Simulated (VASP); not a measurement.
```
ZrO2
1.0
    4.81639     0.00000     0.00000
    0.00000     4.81639     0.00000
    0.00000     0.00000     3.22587
Zr O
2 4
Direct
  0.00000   0.00000   0.00000
  0.50000   0.50000   0.50000
  0.69451   0.30549   0.00000
  0.30549   0.69451   0.00000
  0.19451   0.19451   0.50000
  0.80549   0.80549   0.50000
```

Computed with LDA (Ceperley-Alder, Perdew-Zunger), VASP's LDA PAW potentials (set 64) (plane waves; VASP). Run with 520 eV cut-off, 5×5×8 Γ-centred mesh, tetrahedra with Blöchl corrections, potentials Zr_sv O.

The cores are frozen, which limits the accuracy of field gradients.

Problem. Give the principal components of the electric field gradient (V/Å²) and the asymmetry η at each nucleus.

Solution. 
```json
[
 {"atom": "Zr1", "Vxx": "-60.8", "Vyy": "-11.4", "Vzz": "72.3", "η": "0.68"},
 {"atom": "Zr2", "Vxx": "-60.8", "Vyy": "-11.4", "Vzz": "72.3", "η": "0.68"},
 {"atom": "O3", "Vxx": "4.0", "Vyy": "0.6", "Vzz": "-4.6", "η": "0.74"},
 {"atom": "O4", "Vxx": "4.0", "Vyy": "0.6", "Vzz": "-4.6", "η": "0.74"},
 {"atom": "O5", "Vxx": "4.0", "Vyy": "0.6", "Vzz": "-4.6", "η": "0.74"},
 {"atom": "O6", "Vxx": "4.0", "Vyy": "0.6", "Vzz": "-4.6", "η": "0.74"}
]
```

The structure comes from a computed database's ZrO2 entry (P4_2/mnm); how it stands against other phases isn't given here. It was relaxed first.
